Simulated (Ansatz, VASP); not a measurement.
# Cross-check of Ta2O5 between VASP and Ansatz, part 2 of 2

One calculation is typed for both programs; each brings its own data sets and cutoff. How far apart do they land?

VASP 6.6.1 and Ansatz 0.2.0.

So far. Step 2 (VASP: band structure, LDA): The run ends at a pressure of -8.52 GPa, with forces up to 0.068 eV/Å.

## 3. Ansatz: band structure, LDA

Level of this step: Ansatz beside VASP: Kohn-Sham DFT, plane waves, LDA (Ansatz).

Ansatz runs on its default PAW (the set named soft_2) files.

The same cell, functional (in two slightly different forms), mesh and smearing now go to Ansatz, which takes its cutoff from its data sets.

File input.yaml:

```yaml
crystal:
  lattice:
    - [3.8414080139, 0.0, 0.0]
    - [0.0, 3.86271575, 0.0]
    - [-1.8189421445, 0.0, 6.5289594201]
  atoms:
    - { symbol: Ta, position: [0.6481609753, 0.0, 0.7920815962] }
    - { symbol: Ta, position: [0.3518390247, 0.0, 0.2079184038] }
    - { symbol: O, position: [0.6629904298, 0.5, 0.7993477319] }
    - { symbol: O, position: [0.3370095702, 0.5, 0.2006522681] }
    - { symbol: O, position: [0.1897033761, 0.0, 0.8716485215] }
    - { symbol: O, position: [0.8102966239, 0.0, 0.1283514785] }
    - { symbol: O, position: [0.5, 0.0, 0.5] }
hamiltonian:
  xc: lda
  pseudopotentials: { kind: paw }
kpoints:
  mp_grid: { grid: [4, 4, 2] }
  band_path:
    path:
      - [0.0, 0.0, 0.0]
      - [0.0, 0.0, 0.21429]
      - [0.0, 0.0, 0.42857]
      - [0.0, 0.0, 0.5]
      - [-0.06526, 0.0, 0.5309]
      - [-0.26106, 0.0, 0.62361]
      - [-0.45685, 0.0, 0.71632]
      - [-0.46918, 0.0, 0.65452]
      - [-0.48767, 0.0, 0.56181]
      - [-0.5, 0.0, 0.5]
      - [-0.5, 0.21429, 0.5]
      - [-0.5, 0.42857, 0.5]
      - [-0.5, 0.5, 0.5]
      - [-0.50616, 0.5, 0.4691]
      - [-0.52466, 0.5, 0.37639]
      - [-0.54315, 0.5, 0.28368]
      - [-0.53082, 0.5, 0.20263]
      - [-0.51233, 0.5, 0.08105]
      - [-0.5, 0.5, 0.0]
      - [-0.5, 0.28571, 0.0]
      - [-0.5, 0.07143, 0.0]
      - [-0.50616, 0.0, 0.04053]
      - [-0.52466, 0.0, 0.1621]
      - [-0.54315, 0.0, 0.28368]
      - [-0.32632, 0.5, 0.65452]
      - [-0.13053, 0.5, 0.56181]
      - [0.0, 0.5, 0.5]
      - [0.0, 0.5, 0.28571]
      - [0.0, 0.5, 0.07143]
      - [0.0, 0.07143, 0.5]
      - [0.0, 0.28571, 0.5]
      - [0.0, 0.5, 0.5]
    npoints: 1
scf:
  occupations: { method: gaussian, width: 0.01 }
  n_extra_bands: 9
output:
  forces: true
  stress: true
  eigenvalues: true
  write_density: true
  write_potential: true
  elf: true
  volumetric_format: npy
```

The run is started by

```bash
$ ansatz run input.yaml --threads 4 --pin off --max-ram 9216MiB --backend cpu --events-out ev --progress --plain --runs-dir out
```

Numbers of over 12 decimals in the logs are rounded to 6 here.

Log:

```text
scf.n_extra_bands = 9 over 28 filled bands (N_el = 56.0): the run solves 37 bands
Engine: ansatz 0.2.0, aarch64-unknown-linux-gnu
Pseudopotentials: kind: paw
Pseudopotential: Ta, paw, valence charge 13, recommended cutoff 420 eV (normal), Ta.paw.azcp
Pseudopotential: O, paw, valence charge 6, recommended cutoff 420 eV (normal), O.paw.azcp
Functional definition: SPW92
  exchange = slater_x
  correlation = pw_c
Crystal: 7 atoms, lattice volume = 96.878 Å³
Basis set: ecut = 420 eV, 1913 PW (Γ)
Bands: 37, of which v1, the nominal top of the filled ones, is band 28 counted from 1 (27 counted from 0)
Symmetry: 4 space group operations
Space group: P2/m (ITA 10), of the structure as read, at distance tolerance 4.6e-5 Å
k-points: 18 of 32
Non-local potential: Ta, projectors of the file, l = 0: 3, l = 1: 2, l = 2: 2, l = 3: 1
Non-local potential: O, projectors of the file, l = 0: 2, l = 1: 2, l = 2: 1
PAW form: soft (Blöchl's): semilocal exchange-correlation on the pseudo side does not see the compensation charge
PAW frozen core: Ta, regenerated for the run's functional, and the local potential with it (the file was generated under x = pbe(κ = 0.804, μ = 0.219515), c = pbe(β = 0.066725))
PAW frozen core: O, regenerated for the run's functional, and the local potential with it (the file was generated under x = pbe(κ = 0.804, μ = 0.219515), c = pbe(β = 0.066725))
PAW one-centre angular grid: Ta, 590 points (default); XC on 64 Gauss nodes
PAW one-centre angular grid: O, 110 points (default); XC on 64 Gauss nodes
Initial density: superposition of atomic densities (neutral atoms: chi_scale 0, normalization atom), corrected by the library's trained network
Initial wavefunctions: pseudopotential atomic-orbital guess
Functional: x = slater, c = lda
SCF iter   1: F=—  HF=-22148.954998 eV  |F-HF|=—  |Δ(HF+E_count)|=         —  Δρ=1.94e-2  dr2=3.45e-1  ethr=1.77e-3  ⟨swp⟩=5.9  Hψ=2704  notcnv=0
preconditioner: auto → Resta (q_TF=auto, 2.490 Å⁻¹)  ε∞=5.1  [insulator: Δε(μ)=1.799 eV  Ē_g=11.820 eV  σ=0.010 eV  W_gap=1.00  n_scr=26 (ndim 8)  ℏωp=23.9 eV  f_vac=0.159  D(μ)=0.00/eV (n_scr^D=0)  ε∞_Penn≈5.1]
SCF iter   2: F=—  HF=-22148.881679 eV  |F-HF|=—  |Δ(HF+E_count)|=   7.33e-2  Δρ=6.65e-3  dr2=2.39e-2  ethr=6.16e-4  ⟨swp⟩=2.0  Hψ=1170  notcnv=0  defer=43
SCF iter   3: F=—  HF=-22148.875822 eV  |F-HF|=—  |Δ(HF+E_count)|=   5.86e-3  Δρ=2.32e-3  dr2=3.22e-3  ethr=4.27e-5  ⟨swp⟩=2.0  Hψ=1055  notcnv=0  defer=43
SCF iter   4: F=—  HF=-22148.875117 eV  |F-HF|=—  |Δ(HF+E_count)|=   7.05e-4  Δρ=1.01e-3  dr2=9.15e-4  ethr=5.76e-6  ⟨swp⟩=2.2  Hψ=1058  notcnv=0  defer=43
SCF iter   5: F=—  HF=-22148.874934 eV  |F-HF|=—  |Δ(HF+E_count)|=   1.84e-4  Δρ=1.99e-4  dr2=5.94e-5  ethr=1.63e-6  ⟨swp⟩=2.0  Hψ=1056  notcnv=0  defer=43
SCF iter   6: F=—  HF=-22148.874955 eV  |F-HF|=—  |Δ(HF+E_count)|=   2.15e-5  Δρ=7.05e-5  dr2=8.42e-6  ethr=1.06e-7  ⟨swp⟩=2.5  Hψ=945  notcnv=0  defer=43
SCF iter   7: F=—  HF=-22148.874958 eV  |F-HF|=—  |Δ(HF+E_count)|=   2.71e-6  Δρ=4.31e-5  dr2=2.10e-6  ethr=1.50e-8  ⟨swp⟩=2.0  Hψ=926  notcnv=0  defer=43
SCF iter   8: F=—  HF=-22148.874958 eV  |F-HF|=—  |Δ(HF+E_count)|=   6.61e-7  Δρ=3.33e-5  dr2=9.53e-7  ethr=3.75e-9  ⟨swp⟩=2.0  Hψ=959  notcnv=0  defer=43
SCF iter   9: F=-22148.874958 eV  HF=-22148.874958 eV  |F-HF|=1.91e-9  |Δ(HF+E_count)|=   5.80e-9  Δρ=8.95e-6  dr2=8.09e-8  ethr=1.79e-10  ⟨swp⟩=12.2  Hψ=4633  notcnv=0
SCF 1 converged in 9 iterations: F = -22148.874958 eV  dr2 = 8.09e-8
  greatest PAW one-centre occupation: 1.000 electrons in one spin orbital (limit 2), on the Ta atom at site 1 (counted from 0), in its partial waves of l = 0
NSCF: frozen V_eff on 32 k-points
SCF converged after 9 iterations
Free energy (F): -22148.874958 eV
Harris-Foulkes:  -22148.874958 eV  (|F-HF|=1.91e-9)
Internal energy: -22148.874958 eV  (E = F + TS)
E sigma→0 (E₀):  -22148.874958 eV
Fermi energy:    7.771525 eV
--- Per-component energies (eV) ---
  E_band       = -565.598568
  E_kinetic    = 1593.735491
  E_local      = -4444.366380  (includes V_loc(G=0)·N_el)
  E_nonlocal   = 289.713089
  E_hartree    = 1642.026905
  E_xc         = -791.030254
  E_vxc        = -867.574473  (∫ρ·V_xc dr)
  E_paw        = -17034.408862  (= ΣΔE_a)
  E_vpaw       = -421.173797  (= ΣTr[D̂ρ^β])
  E_aug_tail   = 0.012634  (compensation charges beyond the density's cutoff)
  E_ewald      = -3405.559995
  E_core_change = 1.002413  (= ΣΔE_core)
  E_smearing   = -0.000000  (= −TS)
  E_closure    = 0.000000  (closes the sum)
  Σ components = -22148.874958   (vs F -22148.874958, Δ=0.00e0)
--- Forces (eV/Å), atoms counted from 1 ---
  atom   1  Ta    -0.03929317    -0.00000000    -0.09198646
  atom   2  Ta     0.03929317     0.00000000     0.09198646
  atom   3  O      0.02463017     0.00000000     0.02798291
  atom   4  O     -0.02463017    -0.00000000    -0.02798291
  atom   5  O      0.01286198     0.00000000     0.00140085
  atom   6  O     -0.01286198    -0.00000000    -0.00140085
  atom   7  O      0.00000000     0.00000000    -0.00000000
  max |Σ_I F_I| component: 3.47e-18 eV/Å
--- Stress (GPa, compression-positive) ---
       -5.336921       0.000000      -0.221365
        0.000000      -5.856632      -0.000000
       -0.221365      -0.000000      -6.237144
  P = ⅓ Tr σ = -5.8102 GPa (-58.102 kbar)
--- Band table (eV; the first three rows and the last of 18) ---
  k-point 0: bands = [... 24 lower, 5.7588, 5.8875, 6.0766, 6.1013, 8.8661, 9.2694, 9.4221, 10.9534, ... 5 higher]
  k-point 1: bands = [... 24 lower, 5.7625, 5.8221, 5.9067, 5.9172, 8.8255, 9.3140, 9.4002, 10.7760, ... 5 higher]
  k-point 2: bands = [... 24 lower, 4.7653, 5.2229, 5.3243, 6.0626, 10.4734, 10.8805, 10.9586, 11.0619, ... 5 higher]
  k-point 17: bands = [... 24 lower, 4.7301, 6.0101, 6.5883, 6.7175, 9.7961, 11.6072, 12.1960, 12.8220, ... 5 higher]
```

The job ended after 2.4 s (4 threads of Arm Neoverse V2, shared host; peak memory 0.4 GiB).

In the SCF lines HF is the Harris–Foulkes energy and dr2 the Hartree energy of the density residual, in eV; the loop may stop once dr2 is under the threshold and the program's other checks hold. Hψ counts applications of the Hamiltonian.

## 4. Differences

Known differences besides the potentials themselves: the two LDA forms differ slightly; the cutoff is 420 eV in Ansatz and 440 eV in VASP; VASP's log shows a relativistic correction to its local exchange, Ansatz's none. Total energies have different zeros and are not compared.

The two programs side by side:

```csv
quantity,Ansatz,VASP,difference
gap over the path points (eV),2.108,2.090,+0.018
```

Forces (eV/Å; atoms numbered as in POSCAR):

```csv
atom,"Ansatz x, y, z","VASP x, y, z"
Ta1,"-0.039, 0.000, -0.092","-0.031, 0.000, -0.060"
Ta2,"0.039, 0.000, 0.092","0.031, 0.000, 0.060"
O3,"0.025, 0.000, 0.028","0.030, 0.000, 0.033"
O4,"-0.025, 0.000, -0.028","-0.030, 0.000, -0.033"
O5,"0.013, 0.000, 0.001","0.002, 0.000, 0.002"
O6,"-0.013, 0.000, -0.001","-0.002, 0.000, -0.002"
O7,"0.000, 0.000, 0.000","0.000, 0.000, 0.000"
```

Levels at points of the path, from each program's valence-band top (eV; 4 filled, then empty):

```csv
k (reciprocal lattice),Ansatz,VASP
0.000 0.000 0.000,-0.96 -0.83 -0.64 -0.62 2.15 2.55 2.71,-0.96 -0.84 -0.65 -0.62 2.13 2.54 2.69
0.000 0.000 0.214,-0.96 -0.91 -0.70 -0.66 2.13 2.57 2.69,-0.96 -0.92 -0.71 -0.67 2.12 2.55 2.68
0.000 0.000 0.429,-0.96 -0.92 -0.80 -0.78 2.11 2.59 2.68,-0.95 -0.93 -0.80 -0.79 2.09 2.58 2.67
0.000 0.000 0.500,-0.95 -0.90 -0.81 -0.80 2.11 2.60 2.68,-0.95 -0.90 -0.81 -0.81 2.09 2.58 2.67
-0.065 0.000 0.531,-1.00 -0.90 -0.83 -0.80 2.23 2.42 2.93,-1.00 -0.90 -0.82 -0.81 2.22 2.41 2.92
-0.261 0.000 0.624,-1.20 -1.00 -0.89 -0.80 2.22 3.18 3.49,-1.19 -1.00 -0.89 -0.81 2.20 3.17 3.48
-0.457 0.000 0.716,-1.24 -1.11 -0.95 -0.78 2.38 3.14 3.93,-1.23 -1.10 -0.95 -0.79 2.37 3.13 3.92
-0.469 0.000 0.655,-1.25 -1.10 -0.95 -0.77 2.40 3.10 3.88,-1.24 -1.09 -0.95 -0.78 2.38 3.09 3.87
-0.488 0.000 0.562,-1.26 -1.08 -0.95 -0.76 2.43 3.02 3.83,-1.25 -1.08 -0.96 -0.77 2.41 3.01 3.82
-0.500 0.000 0.500,-1.26 -1.08 -0.95 -0.76 2.43 3.00 3.82,-1.25 -1.08 -0.95 -0.76 2.42 2.99 3.81
```

The forces differ by 11 meV/Å r.m.s., which is 43.9 % of the r.m.s. force of 0.02 eV/Å (both taken over all components). Among the levels compared at these points, filled levels agree within 9 meV and empty ones within 18 meV. Not compared: the pressure (VASP's GW data sets at this cutoff don't carry it).

## 5. Further runs

Further runs change the set-up of one program: Ansatz's method, potentials or start, or VASP's data sets, cutoff or form of LDA. The table gives Ansatz less VASP for each quantity, since a change that brings one quantity closer may part another.

```csv
run,r.m.s. force difference (meV/Å),gap over the path points (eV)
as above,11,0.018
cores kept as stored,9.5,0.017
Ansatz's larger PAW set (cutoff 900 eV),13,0.024
norm-conserving potentials (cutoff 1143 eV),20,0.032
```

## 6. Outcome

- difference in gap over the path points (band structure, LDA): 0.018 eV
- r.m.s. force difference (band structure, LDA): 11 meV/Å

In words: The r.m.s. force difference is 11 meV/Å (band structure, LDA), within the 12 meV/Å picked in this series as the mark of a large difference. Band structure, LDA, Ansatz's larger PAW set (cutoff 900 eV): the difference in gap over the path points goes from 0.018 to 0.024 eV. Band structure, LDA, norm-conserving potentials (cutoff 1143 eV): r.m.s. force difference goes from 11 to 20 meV/Å; the difference in gap over the path points goes from 0.018 to 0.032 eV. 2 further runs of this series are not shown here. How closely two codes agree says nothing of how well the functional describes the real material.

[Lines on the potential files, build, host, timing and source positions are cut from VASP's logs without a mark.]

[Logs are printed without paths, hosts, clocks, repeated set-up lines and the standing remarks that a program may print on its own settings, such as how far it seeks lower states.]

[Hosts, paths, dates, database ids (printed as entryN), source tags and the programs' standing remarks are cut or masked in the printed files.]
